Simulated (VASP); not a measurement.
Here is the system:

```
AuCu
1.0
    2.87199     0.00000     0.00000
    0.00000     2.87199     0.00000
    0.00000     0.00000     3.53074
Cu Au
1 1
Direct
  0.00000   0.00000   0.00000
  0.50000   0.50000   0.50000
```

Level of theory: r2SCAN meta-GGA, VASP's PBE PAW potentials (set 64) (plane waves; VASP). Settings: 520 eV cut-off, 14×14×12 Γ-centred mesh, tetrahedra with Blöchl corrections, potentials Cu Au.

Task: The job: CuAu (L1_0), 2 atoms, r2SCAN, static run, 520 eV, 14×14×12 Γ-centred mesh. Roughly how much core time does it take on a busy server core?

Result: About 2 core-minutes (one run on a shared machine, a rough figure). It had 252 irreducible k-points, 15 bands, up to 805 plane waves and 16 electronic steps.

The compound is CuAu in the L1_0 structure. It was relaxed first.
